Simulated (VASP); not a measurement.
Input:

```yaml
crystal:
  lattice:
    - [0.00000, 2.77125, 2.77125]
    - [2.77125, 0.00000, 2.77125]
    - [2.77125, 2.77125, 0.00000]
  atoms:
    - { symbol: Ge, position: [0.00000, 0.00000, 0.00000] }
    - { symbol: Ge, position: [0.25000, 0.25000, 0.25000] }
```

Level of theory: SCAN meta-GGA, VASP's PBE PAW potentials (set 64) (plane waves; VASP). Numerical set-up: 520 eV cut-off, 8×8×8 Γ-centred mesh, Gaussian smearing of 0.050 eV, potentials Ge_d.

### Question
Give the stress tensor in GPa (positive for a compressed cell).

### Answer

```
5.17  0.00  0.00
0.00  5.17  0.00
0.00  0.00  5.17
```
The pressure is its mean diagonal, 5.17 GPa.

The compound is Ge in the diamond structure. This cell is one point of a volume scan, at 0.94 of the reference volume.
